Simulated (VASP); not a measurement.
Here is the system:

```
Al2EuGe2
1.0
    4.18003     0.00000     0.00000
   -2.09002     3.62001     0.00000
    0.00000     0.00000     7.04618
Eu Al Ge
1 2 2
Direct
  0.00000   0.00000   0.00000
  0.66667   0.33333   0.37291
  0.33333   0.66667   0.62709
  0.66667   0.33333   0.73761
  0.33333   0.66667   0.26239
```

Calculation: r2SCAN meta-GGA, VASP's PBE PAW potentials (set 64) (plane waves; VASP). Run with 480 eV cut-off, 8×8×4 Γ-centred mesh, first-order Methfessel-Paxton smearing of 0.10 eV, potentials Eu_2 Al Ge_d.

The 4f electrons are frozen in the core of the lanthanide potential, so 4f levels, which can set the real gap, and their magnetism are missing.

Q: Predict the energy per atom (σ→0), pressure, largest force, band gap (on the k-mesh) with the smallest direct gap where there is one.

A: 
```json
{
 "band gap (on the k-mesh)": "none (metal, semimetal or under 0.01 eV)",
 "energy per atom (σ→0)": "-14.270 eV/atom",
 "pressure": "15.2 kbar",
 "largest_force": "0.198 eV/Å"
}
```

Total energies compare only between runs with the same potentials, cut-off and functional.

The structure comes from a computed database's Al2EuGe2 entry (P-3m1); how it stands against other phases isn't given here. This cell was strained or had an atom moved on purpose.
